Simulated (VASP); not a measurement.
Data:

```
Bi
1.0
    4.23024    -2.29484     0.00933
    4.23024     2.29484     0.00933
    2.97700     0.00000     3.78137
Bi
2
Direct
  0.23428   0.23428   0.23428
  0.76572   0.76572   0.76572
```

Computed with PW91 GGA, VASP's PBE PAW potentials (set 64) (plane waves; VASP). Settings: 520 eV cut-off, Gaussian smearing of 0.050 eV, potentials Bi_d.

Problem. Give the energies of bands 13 to 18 at the high-symmetry points, in eV from the Fermi level.

Solution. 
| band | Γ | T | H2 | L | S0 | F |
|---|---|---|---|---|---|---|
| 13 | -1.39 | -0.81 | -3.82 | -1.25 | -4.09 | -4.41 |
| 14 | -1.07 | -0.48 | -3.74 | -1.05 | -2.32 | -2.83 |
| 15 | -1.07 | -0.48 | -0.36 | -0.22 | -2.29 | -2.68 |
| 16 | 2.52 | 0.77 | 0.82 | -0.16 | 2.88 | 2.51 |
| 17 | 2.93 | 0.77 | 4.97 | 0.57 | 3.03 | 4.77 |
| 18 | 2.93 | 0.77 | 4.97 | 1.08 | 4.83 | 5.31 |

It has no gap at this level: it comes out as a metal or semimetal.

The compound is Bi in the a7 structure. It was relaxed first.
